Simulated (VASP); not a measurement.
HgTe (zinc blende): the band gap from VASP (plane waves, PAW) at several levels of theory. Gaps are without spin-orbit coupling. Each level names its cell: its own relaxed one, PBE's, or the starting one. A gap is the smallest over the k-mesh and a band path; hybrids may have named points in place of the path, and GW has the mesh alone.  mBJ is a potential without an energy functional, so only the levels count.

| level | band gap (eV) |
|---|---|
| LDA (own cell) | 0 (metallic) |
| PBE (own cell) | 0 (metallic) |
| PBEsol (own cell) | 0 (metallic) |
| RPBE (own cell) | 0 (metallic) |
| AM05 (own cell) | 0 (metallic) |
| PBE-D3(BJ) (own cell) | 0 (metallic) |
| PBE-D4 (own cell) | 0 (metallic) |
| optB88-vdW (own cell) | 0 (metallic) |
| rev-vdW-DF2 (own cell) | 0 (metallic) |
| revTPSS (own cell) | 0 (metallic) |
| SCAN (own cell) | 0 (metallic) |
| r2SCAN (own cell) | 0 (metallic) |
| r2SCAN+rVV10 (own cell) | 0 (metallic) |
| mBJ (TB09) (PBE cell) | 0 (metallic) |
| HSE06 (PBE cell) | 0 (metallic) |
| HSEsol (PBE cell) | 0 (metallic) |
| PBE0 (PBE cell) | 0.34 |
| B3LYP (PBE cell) | 0 (metallic) |
| Hartree-Fock (PBE cell) | 4.46 |

The cell of the LDA (own cell) run:

```cif
data_Hg4Te4
_chemical_formula_sum 'Hg4 Te4'
_space_group_name_H-M_alt 'F-43m'
_space_group_IT_number 216
_space_group_name_Hall 'F -4 2 3'
_cell_length_a 6.44841
_cell_length_b 6.44841
_cell_length_c 6.44841
_cell_angle_alpha 90.000
_cell_angle_beta 90.000
_cell_angle_gamma 90.000
loop_
_atom_site_label
_atom_site_type_symbol
_atom_site_symmetry_multiplicity
_atom_site_Wyckoff_symbol
_atom_site_fract_x
_atom_site_fract_y
_atom_site_fract_z
_atom_site_occupancy
Hg1 Hg 4 a 0.00000 0.00000 0.00000 1
Te1 Te 4 d 0.75000 0.75000 0.75000 1
```
(The calculation used a cell of 2 atoms; values per cell refer to that cell.)

Only levels that ran to the end are used. Left out are those held back, those with too coarse a band path, GW runs whose mesh misses a band edge, hybrids' fits of cells that aren't cubic and levels without matching references; a question may draw on a part of the rest.

The compound is HgTe in the zinc blende structure.
